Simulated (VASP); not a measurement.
Level of theory: PBE GGA, VASP's PBE PAW potentials (set 64) (plane waves; VASP).

Input for VASP

KPOINTS:
```
k-points along high-symmetry lines
15
Line-mode
Reciprocal
  0.000000   0.000000   0.000000 ! GAMMA
  0.500000   0.000000   0.500000 ! X

  0.500000   0.000000   0.500000 ! X
  0.625000   0.250000   0.625000 ! U

  0.375000   0.375000   0.750000 ! K
  0.000000   0.000000   0.000000 ! GAMMA

  0.000000   0.000000   0.000000 ! GAMMA
  0.500000   0.500000   0.500000 ! L

  0.500000   0.500000   0.500000 ! L
  0.500000   0.250000   0.750000 ! W

  0.500000   0.250000   0.750000 ! W
  0.500000   0.000000   0.500000 ! X
```

**POSCAR**
```
PbSe
3.1077870
  0.0000000000   0.9999998864   0.9999998864
  0.9999998864   0.0000000000   0.9999998864
  0.9999998864   0.9999998864   0.0000000000
Pb Se
1 1
Cartesian
  0.0000000000   0.0000000000   0.0000000000
  0.9999998864   0.9999998864   0.9999998864
```

### INCAR
```
LWAVE = .FALSE.
PREC = Accurate
ICHARG = 11
ISMEAR = 0   # Gaussian
SIGMA = 0.05
LCHARG = .FALSE.
LREAL = .FALSE.   # projection in real space or not
EDIFF = 1E-6   # SCF stop (eV)
SYSTEM = PbSe
LASPH = .TRUE.   # aspherical one-centre terms
NELM = 100
LMAXMIX = 4
GGA = PE   # PBE
ALGO = Normal
ENCUT = 520
```

POTCAR, in this order: Pb_d Se (PBE.64 set). Program: vasp_std. Read from the step before: CHGCAR.

The resulting files:

**OUTCAR**
```
 ion  position               nearest neighbor table
   1  0.000  0.000  0.000-   2 3.11   2 3.11   2 3.11   2 3.11   2 3.11   2 3.11
   2  0.500  0.500  0.500-   1 3.11   1 3.11   1 3.11   1 3.11   1 3.11   1 3.11
  LATTYP: Found a face centered cubic cell.
 ALAT       =     6.2155732940
 Subroutine PRICEL returns:
 Original cell was already a primitive cell.
 Subroutine GETGRP returns: Found 48 space group operations
The static configuration has the point symmetry O_h .
The dynamic configuration has the point symmetry O_h .
 Subroutine INISYM returns: Found 48 space group operations
   k-points           NKPTS =     90   k-points in BZ     NKDIM =     90   number of bands    NBANDS=     14
   number of dos      NEDOS =    301   number of ions     NIONS =      2
   total plane-waves  NPLWV =  46656
   dimension x,y,z NGX =    36 NGY =   36 NGZ =   36
   dimension x,y,z NGXF=    72 NGYF=   72 NGZF=   72
   ions per type =               1   1
   PREC   = accura    normal or accurate (medium, high low for compatibility)
   ISTART =      0    job   : 0-new  1-cont  2-samecut
   ICHARG =     11    charge: 1-file 2-atom 10-const
   ISPIN  =      1    spin polarized calculation?
   LNONCOLLINEAR =      F non collinear calculations
   LSORBIT =      F    spin-orbit coupling
   INIWAV =      1    electr: 0-lowe 1-rand  2-diag
   ENCUT  =  520.0 eV  38.22 Ry    6.18 a.u.   8.17  8.17  8.17*2*pi/ulx,y,z
   NELM   =    100;   NELMIN=  2; NELMDL= -5     # of ELM steps
   EDIFF  = 0.1E-05   stopping-criterion for ELM
   LREAL  =      F    real-space projection
   NLSPLINE    = F    spline interpolate recip. space projectors
   LMAXMIX     =    4 max onsite mixed and CHGCAR
   VOSKOWN=      0    Vosko Wilk Nusair interpolation
   EDIFFG = 0.1E-04   stopping-criterion for IOM
   NSW    =      0    number of steps for IOM
   NBLOCK =      1;   KBLOCK =      1    inner block; outer block
   IBRION =     -1    ionic relax: 0-MD 1-quasi-New 2-CG
   NFREE  =      0    steps in history (QN), initial steepest desc. (CG)
   ISIF   =      2    stress and relaxation
   ISYM   =      2    0-nonsym 1-usesym 2-fastsym
   TEIN   =    0.0    initial temperature
   TEBEG  =    0.0;   TEEND  =   0.0 temperature during run
...
```

File OSZICAR:
```
       N       E                     dE             d eps       ncg     rms          rms(c)
DAV:   1     0.159658166363E+03    0.15966E+03   -0.97578E+03  2526   0.144E+03
DAV:   2     0.423028549350E+01   -0.15543E+03   -0.15205E+03  2628   0.355E+02
DAV:   3    -0.844961487379E+01   -0.12680E+02   -0.12318E+02  3462   0.105E+02
DAV:   4    -0.875049619907E+01   -0.30088E+00   -0.30076E+00  2714   0.196E+01
DAV:   5    -0.876100574979E+01   -0.10510E-01   -0.10509E-01  3552   0.358E+00
DAV:   6    -0.876147469457E+01   -0.46894E-03   -0.46895E-03  3280   0.640E-01
DAV:   7    -0.876147817156E+01   -0.34770E-05   -0.34769E-05  3672   0.555E-02
DAV:   8    -0.876147821643E+01   -0.44866E-07   -0.44863E-07  2084   0.757E-03
   1 F= -.87614782E+01 E0= -.87614782E+01  d E =-.142905E-10
```

**OUTCAR**
```
 val. band max:        4.4792513638   @ k =   0.5000   0.5000   0.5000

 cond. band min:       4.9146701672   @ k =   0.5000   0.5000   0.5000



 k-point     1 :       0.0000    0.0000    0.0000
  band No.  band energies     occupation
      1     -12.2556      2.00000
      2     -12.2556      2.00000
      3     -12.2556      2.00000
      4     -12.2495      2.00000
      5     -12.2495      2.00000
      6      -8.7041      2.00000
      7      -1.8624      2.00000
      8       2.8385      2.00000
      9       2.8385      2.00000
     10       2.8385      2.00000
     11       9.1216      0.00000
     12       9.1216      0.00000
     13       9.1216      0.00000
     14      11.1267      0.00000

 k-point     2 :       0.0357    0.0000    0.0357
  band No.  band energies     occupation
      1     -12.2557      2.00000
      2     -12.2551      2.00000
      3     -12.2551      2.00000
      4     -12.2501      2.00000
      5     -12.2493      2.00000
      6      -8.6921      2.00000
      7      -1.9009      2.00000
      8       2.8201      2.00000
      9       2.8201      2.00000
     10       2.9099      2.00000
     11       8.8594      0.00000
     12       9.1016      0.00000
     13       9.1016      0.00000
     14      11.0056      0.00000

 k-point     3 :       0.0714    0.0000    0.0714
  band No.  band energies     occupation
      1     -12.2563      2.00000
      2     -12.2538      2.00000
      3     -12.2538      2.00000
      4     -12.2519      2.00000
      5     -12.2487      2.00000
      6      -8.6560      2.00000
      7      -2.0074      2.00000
      8       2.7663      2.00000
      9       2.7663      2.00000
     10       3.1091      2.00000
     11       8.2453      0.00000
     12       9.0568      0.00000
     13       9.0568      0.00000
     14      10.7269      0.00000

 k-point     4 :       0.1071    0.0000    0.1071
  band No.  band energies     occupation
      1     -12.2572      2.00000
...
```

The density is held fixed in this step, so its total energy and stress have no physical meaning. Unless said otherwise, spin-orbit coupling is left out, though it shifts the bands of the heavy elements here.

The compound is PbSe in the rock salt structure. It was relaxed first.
